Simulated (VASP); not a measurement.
Output of a VASP run:

**OSZICAR**
```
...
DAV:  19    -0.624205013199E+02   -0.12552E-02   -0.14284E-03  1689   0.377E-01    0.445E-01
DAV:  20    -0.624204182261E+02    0.83094E-04   -0.32238E-05  1944   0.537E-02    0.446E-01
DAV:  21    -0.624204961187E+02   -0.77893E-04   -0.18450E-04  1724   0.152E-01    0.253E-01
DAV:  22    -0.624205167622E+02   -0.20643E-04   -0.70098E-05  1774   0.112E-01    0.148E-01
DAV:  23    -0.624205001120E+02    0.16650E-04   -0.47306E-05  1684   0.988E-02    0.949E-02
DAV:  24    -0.624205409321E+02   -0.40820E-04   -0.11728E-05  1704   0.501E-02    0.330E-02
DAV:  25    -0.624205082364E+02    0.32696E-04   -0.78585E-06  1729   0.396E-02    0.158E-02
DAV:  26    -0.624205150238E+02   -0.67874E-05   -0.22904E-06  1794   0.182E-02    0.610E-03
DAV:  27    -0.624205122488E+02    0.27751E-05   -0.32476E-07  1824   0.631E-03    0.400E-03
DAV:  28    -0.624205105655E+02    0.16833E-05   -0.20430E-07  1645   0.542E-03    0.205E-03
DAV:  29    -0.624205112241E+02   -0.65865E-06   -0.82157E-08   927   0.329E-03    0.908E-04
DAV:  30    -0.624205109523E+02    0.27179E-06   -0.19382E-08   892   0.131E-03    0.118E-04
DAV:  31    -0.624205110489E+02   -0.96529E-07   -0.37962E-09   872   0.752E-04
   1 F= -.62420511E+02 E0= -.62419638E+02  d E =-.624205E+02
       N       E                     dE             d eps       ncg     rms          rms(c)
DAV:   1    -0.624225270714E+02   -0.20161E-02   -0.90187E-02  1664   0.227E+00    0.193E-01
DAV:   2    -0.624213743513E+02    0.11527E-02   -0.19218E-03  1974   0.361E-01    0.115E-01
DAV:   3    -0.624213274012E+02    0.46950E-04   -0.31191E-04  1902   0.185E-01    0.513E-02
DAV:   4    -0.624212638932E+02    0.63508E-04   -0.21662E-04  2064   0.119E-01    0.288E-02
DAV:   5    -0.624212845155E+02   -0.20622E-04   -0.64807E-05  1704   0.808E-02    0.205E-02
DAV:   6    -0.624212863699E+02   -0.18544E-05   -0.68022E-06  2071   0.246E-02    0.703E-03
DAV:   7    -0.624212867474E+02   -0.37753E-06   -0.26103E-06  1969   0.150E-02    0.227E-03
DAV:   8    -0.624212862253E+02    0.52212E-06   -0.34675E-07  1759   0.621E-03    0.940E-04
DAV:   9    -0.624212865235E+02   -0.29816E-06   -0.12319E-07  1388   0.372E-03    0.445E-04
DAV:  10    -0.624212863276E+02    0.19592E-06   -0.29022E-08   887   0.166E-03    0.191E-04
DAV:  11    -0.624212862827E+02    0.44864E-07   -0.54664E-09   877   0.968E-04
   2 F= -.62421286E+02 E0= -.62420524E+02  d E =-.775234E-03
       N       E                     dE             d eps       ncg     rms          rms(c)
DAV:   1    -0.624222241657E+02   -0.93784E-03   -0.54137E-02  1664   0.176E+00    0.149E-01
DAV:   2    -0.624215204271E+02    0.70374E-03   -0.11540E-03  1964   0.280E-01    0.895E-02
DAV:   3    -0.624214914075E+02    0.29020E-04   -0.19060E-04  1907   0.145E-01    0.397E-02
DAV:   4    -0.624214546665E+02    0.36741E-04   -0.13136E-04  2064   0.924E-02    0.224E-02
DAV:   5    -0.624214668884E+02   -0.12222E-04   -0.39188E-05  1689   0.630E-02    0.161E-02
DAV:   6    -0.624214681585E+02   -0.12701E-05   -0.41868E-06  2066   0.193E-02    0.570E-03
DAV:   7    -0.624214684381E+02   -0.27964E-06   -0.15471E-06  1969   0.115E-02    0.160E-03
DAV:   8    -0.624214680742E+02    0.36390E-06   -0.18416E-07  1720   0.447E-03    0.756E-04
DAV:   9    -0.624214683045E+02   -0.23028E-06   -0.73539E-08   922   0.287E-03    0.395E-04
DAV:  10    -0.624214681633E+02    0.14119E-06   -0.18925E-08   877   0.124E-03    0.191E-04
DAV:  11    -0.624214681259E+02    0.37438E-07   -0.33989E-09   862   0.764E-04
   3 F= -.62421468E+02 E0= -.62420751E+02  d E =-.957077E-03
```

OUTCAR:
```
------------------------ aborting loop because EDIFF is reached ----------------------------------------
  FORCE on cell =-STRESS in cart. coord.  units (eV):
  Direction    XX          YY          ZZ          XY          YZ          ZX
  --------------------------------------------------------------------------------------
  Total       -0.4572787     -0.4572786     -0.4572859      0.0000000      0.0000000      0.0000000
  in kB      -10.8705542    -10.8705511    -10.8707265      0.0000000      0.0000000      0.0000000
  external PRESSURE =     -10.8706106 kB  Pullay stress =       0.0000000 kB
  volume of cell :       67.40
      direct lattice vectors                 reciprocal lattice vectors
     1.847185019 -3.199417843  0.000000000     0.270682143 -0.156278431  0.000000000
     1.847185019  3.199417843  0.000000000     0.270682143  0.156278431  0.000000000
    -0.000000000 -0.000000000  5.702016931     0.000000000  0.000000000  0.175376540
 POSITION                                       TOTAL-FORCE (eV/Angst)
 -----------------------------------------------------------------------------------
      1.84719      1.06647      1.42550        -0.000000     -0.000000      0.000000
      1.84719     -1.06647      4.27651         0.000000      0.000000      0.000000
 -----------------------------------------------------------------------------------
    total drift:                               -0.000006      0.000116     -0.000010
  FREE ENERGIE OF THE ION-ELECTRON SYSTEM (eV)
  ---------------------------------------------------
  free  energy   TOTEN  =       -62.4214681259 eV

  energy  without entropy=      -62.4193163170  energy(sigma->0) =      -62.42075086

 reached required accuracy - stopping structural energy minimisation
```
(Selected blocks of OUTCAR.)

POSCAR:
```
Tb
1
    1.8540138484    -3.2112456978     0.0000000000
    1.8540138484     3.2112456978     0.0000000000
    0.0000000000     0.0000000000     5.6600902183
Tb
2
Direct
  0.3333330000   0.6666670000   0.2500000000
  0.6666670000   0.3333330000   0.7500000000
```

Reconstruct the remaining input files.

One answer among several that fit: the input of the run itself, r2SCAN meta-GGA, plane waves, VASP's PBE PAW potentials (set 64).

INCAR:
```
LMAXMIX=6
LWAVE=.False.
LCHARG=.False.
PREC=Accurate
EDIFFG=-0.01   # ionic stop
SYSTEM=Tb
ALGO=Normal
LMIXTAU=.True.
IBRION=2   # conjugate gradients
SIGMA=0.1
METAGGA=R2SCAN
ISIF=4
LASPH=.True.   # aspherical one-centre terms
NELM=100   # most electronic steps
EDIFF=1E-7   # SCF stop (eV)
LREAL=.False.   # projection in real space or not
NSW=30
ISMEAR=1   # Methfessel-Paxton
ENCUT=520   # plane-wave cut-off (eV)
```

KPOINTS:
```
K-points
0
G
  11 11 7
0 0 0
```

POTCAR, in this order: Tb_3 (PBE.64 set). Program: vasp_std.

The 4f electrons are frozen in the core of the lanthanide potential, so 4f levels, which can set the real gap, and their magnetism are missing.

The compound is Tb in the hcp structure. This cell is one point of a volume scan, at 1.03 of the reference volume. Symmetry was kept, so distortions that lower it aren't found.
